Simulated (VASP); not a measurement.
Here is the system:

```xyz
2
Lattice="0.0000 2.3892 2.3892 2.3892 0.0000 2.3892 2.3892 2.3892 0.0000" Properties=species:S:1:pos:R:3 pbc="T T T"
B      0.0000     0.0000     0.0000
As     1.1946     1.1946     1.1946
```

Level of theory: SCAN meta-GGA with spin-orbit coupling, VASP's PBE PAW potentials (set 64) (plane waves; VASP 6.6.1). Run with 520 eV cut-off, 9×9×9 Γ-centred mesh, Gaussian smearing of 0.050 eV, potentials B As.

Q: Predict the energy per atom (σ→0), band gap (over mesh and band path) with the smallest direct gap where there is one.

A: 
```json
{
  "band gap (over mesh and band path)": "1.37 eV",
  "smallest direct gap (over mesh and band path)": "3.37 eV",
  "energy per atom (σ→0)": "-13.938 eV/atom"
}
```

The structure comes from a measured BAs entry (F-43m) of the Crystallography Open Database, whose conditions weren't checked. It was relaxed first.
